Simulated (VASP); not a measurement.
Here is a VASP 6.6.1 calculation.

INCAR

```
SYSTEM = Ni
PREC = Accurate
ENCUT = 600
EDIFF = 1E-7
ISMEAR = -1
SIGMA = 0.05
LREAL = .False.
LASPH = .True.
NELM = 150
ALGO = Normal
ISIF = 3
LWAVE = .False.
LCHARG = .False.
ISPIN = 2
MAGMOM = 0.8
LORBIT = 11
LMAXMIX = 4
GGA = B5
ALDAX = 1.0
AGGAX = 1.0
AGGAC = 1.0
ALDAC = 0.0
IBRION = 2
NSW = 80
EDIFFG = -0.01
```

Contents of KPOINTS:

```
Automatic mesh
0
Gamma
  16 16 16
  0 0 0
```

POSCAR

```
Ni
1.0
   -1.3984527048      1.3984527048      1.3984527048
    1.3984527048     -1.3984527048      1.3984527048
    1.3984527048      1.3984527048     -1.3984527048
Ni
1
Direct
    0.0000000000      0.0000000000      0.0000000000
```

Potentials or basis: VASP PAW PBE potentials, release 64 (Ni).

The run is started by

```sh
$ cat potpaw_PBE.64/Ni/POTCAR > POTCAR
$ mpirun -np 1 vasp_std > vasp.out
```

(1) Predict the net moment.

(2) Estimate the space group after relaxing (to 0.05 Å).

## Answers

(1) 0.55 μB per cell.

(2) Im-3m (No. 229).
